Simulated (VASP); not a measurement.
These are PBE GGA with D3 dispersion (zero damping), VASP's PBE PAW potentials (set 64) (plane waves; VASP) values and carry that method's errors.

VASP input:

POSCAR:
```
MnS
1
    4.9846091350     2.4864183663     2.4864183663
    2.4864183663     4.9846091350     2.4864183663
    2.4864183663     2.4864183663     4.9846091350
Mn S
2 2
Direct
  0.0000000000   0.0000000000   0.0000000000
  0.5000000000   0.5000000000   0.5000000000
  0.2500000000   0.2500000000   0.2500000000
  0.7500000000   0.7500000000   0.7500000000
```

INCAR:
```
! general
SYSTEM  = MnS
PREC    = Accurate
ENCUT   = 520   ! plane-wave cut-off (eV)
LREAL   = .FALSE.
LASPH   = .TRUE.   ! aspherical one-centre terms

! electronic loop
EDIFF   = 1E-7
NELM    = 100   ! most electronic steps
ALGO    = Normal
LMAXMIX = 4

! smearing
ISMEAR  = 0   ! Gaussian
SIGMA   = 0.05   ! width (eV)

! functional
GGA     = PE   ! PBE
IVDW    = 11   ! D3, zero damping

! spin
ISPIN   = 2   ! spin-polarised
MAGMOM  = 4.1 -4.1 2*0.0

! ions
IBRION  = 2   ! conjugate gradients
NSW     = 30
ISIF    = 4   ! ions and shape, fixed volume
EDIFFG  = -0.01   ! ionic stop

! output
LWAVE   = .FALSE.
LCHARG  = .FALSE.
LORBIT  = 10
```

KPOINTS:
```
Automatic mesh
0
Gamma
7 7 7
0 0 0
```

POTCAR, in this order: Mn_pv S (PBE.64 set). Program: vasp_std.

**Question.** What will the output report for the number of irreducible k-points (NKPTS), largest plane-wave count, number of space-group operations, FFT grid (NGX, NGY, NGZ)?

**Answer.** 
```yaml
number of irreducible k-points (NKPTS): 44
largest_plane_wave_count: 1704
number_of_space_group_operations: 12
FFT grid (NGX, NGY, NGZ): 48 × 48 × 48
```

The compound is MnS in the rock salt, AFM-II order structure. This cell is one point of a volume scan, at 0.94 of the reference volume. Symmetry was kept, so distortions that lower it aren't found.
